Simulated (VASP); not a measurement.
Input:

```
CELL_PARAMETERS angstrom
      9.03345     0.00000     0.00000
      0.00000     3.20908     0.00000
      0.00000     0.00000     4.47745
ATOMIC_POSITIONS crystal
  Te 0.75000 0.50000 0.51291
  Te 0.25000 0.50000 0.48709
  Te 0.00000 0.50000 0.00000
  Te 0.50000 0.50000 0.00000
```

All values below come from r2SCAN meta-GGA, VASP's PBE PAW potentials (set 64) (plane waves; VASP). Run with 400 eV cut-off, 4×11×8 Γ-centred mesh, tetrahedra with Blöchl corrections, potentials Te.

For a metal the tetrahedron method with Blöchl corrections gives inexact stress and forces. Unless said otherwise, spin-orbit coupling is left out, though it shifts the bands of the heavy elements here.

**Question.** What does the run give for the energy per atom (σ→0), largest force, band gap (over mesh and band path) with the smallest direct gap where there is one?

**Answer.** 
The band gap (over mesh and band path) comes out as none (metal, semimetal or under 0.01 eV). The energy per atom (σ→0) is -25.335 eV/atom. The largest force comes out as 0.060 eV/Å.

The absolute energy has meaning only against runs of the same code, potentials and settings.

The structure comes from a computed database's Te entry (Pmma); how it stands against other phases isn't given here. It was relaxed first.
